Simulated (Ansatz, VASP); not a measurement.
One calculation of BeZn2Te3, two programs

```
CELL_PARAMETERS angstrom
6.33266 0.00000 0.00000
-3.16633 5.48424 0.00000
0.00000 0.00000 6.80032
ATOMIC_POSITIONS crystal
Be 0.00000 0.00000 0.00000
Zn 0.00000 0.00000 0.32552
Zn 0.00000 0.00000 0.67448
Te 0.63236 0.00000 0.00000
Te 0.00000 0.63236 0.00000
Te 0.36764 0.36764 0.00000
```

Alike in both runs: functional PBE; k mesh 3 × 3 × 4; occupations gaussian, width 0.1 eV; no spin polarisation.

Ansatz relaxed the structure, and its values are those at the end. VASP's run is a single point on that final structure, the one shown.

|  | VASP | Ansatz |
| --- | --- | --- |
| version | VASP 6.6.1 | Ansatz 0.2.0 |
| potentials or method | VASP PAW PBE potentials, release 64 (Be, Zn, Te) | scalar-relativistic, plane waves, PAW |
| plane-wave cutoff (eV) | 520 | 420 |
| valence electrons in the cell | 44 | 74 |

Ansatz gave:

- gap on the k mesh at the Fermi level (eV): none
- pressure (GPa): -0.1
- rms of the force components (eV/Å): 0.006

What did VASP give for the same quantities?

gap on the k mesh at the Fermi level (eV): none; pressure (GPa): 0.0; rms of the force components (eV/Å): 0.017.

A gap of «none» marks a metal or a gap that the smearing closes. The functional is the same, so the differences come from potentials, cutoffs and numerics. The two sets of potentials don't hold the same shells in valence.

Caveats: the k mesh is coarse (spacing up to 0.38 Å⁻¹), so the values aren't converged. Spin-orbit coupling is left out, which matters for the levels of Te.
